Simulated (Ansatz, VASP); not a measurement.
**Two plane-wave programs on Sc3Fe**

```
Sc Fe
1.0
     4.42250    0.00000    0.00000
     0.00000    4.42250    0.00000
     0.00000    0.00000    4.42250
Sc Fe
3 1
Cartesian
  0.0000 2.2113 2.2113
  2.2113 0.0000 2.2113
  2.2113 2.2113 0.0000
  0.0000 0.0000 0.0000
```

The cell was built by a generator and needn't be a form met in nature.

Alike in both runs: task single point; functional PBE; k mesh 4 × 4 × 4; occupations gaussian, width 0.1 eV; collinear spin.

|  | VASP | Ansatz |
| --- | --- | --- |
| version | VASP 6.6.1 | Ansatz 0.2.0 |
| potentials or method | VASP PAW PBE potentials, release 64 (Sc_sv, Fe) | scalar-relativistic, plane waves, PAW |
| plane-wave cutoff (eV) | 520 | 420 |
| valence electrons in the cell | 41 | 49 |

```csv
,VASP,Ansatz,Ansatz less VASP
gap on the k mesh at the Fermi level (eV),none,none,-
pressure (GPa),-3.1,-3.2,-0.10
net moment per atom (μB),0.23,0.23,0.000
size of the moment on the site where the two differ most (μB),2.56,2.62,+0.063
```

Site moments also hang on the region over which each program counts them. A gap of «none» marks a metal or a gap that the smearing closes. The functional is the same, so the differences come from potentials, cutoffs and numerics. The two sets of potentials don't hold the same shells in valence.
